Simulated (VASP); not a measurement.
Energy against volume of CoSi₂ (fluorite). All values below come from vdW-DF-cx, VASP's PBE PAW potentials (set 64) (plane waves; VASP 6.6.1).

```tsv
V (Å³/atom)	E (eV/atom)
11.868	-5.01077
12.247	-5.03335
12.626	-5.04013
13.005	-5.03354
13.383	-5.01564
```

Fit a third-order Birch-Murnaghan equation of state.

```json
{
 "volume_per_atom": "12.62 Å^3/atom",
 "bulk_modulus": "189 GPa",
 "pressure_derivative_of_the_bulk_modulus": "4.55",
 "lattice_constant_a": "5.330 Å"
}
```

Measured: a 5.365 Å (computed value off by -0.7 %), as given by Ganesh Hegde et al., Applied Physics Letters (2014), arXiv:1405.1317. The calculation is for a static lattice, while the measured a holds thermal and zero-point effects, which are part of the difference.

The compound is CoSi2 in the fluorite structure. It was relaxed first. The run is not spin-polarised, so no magnetic state was tried.
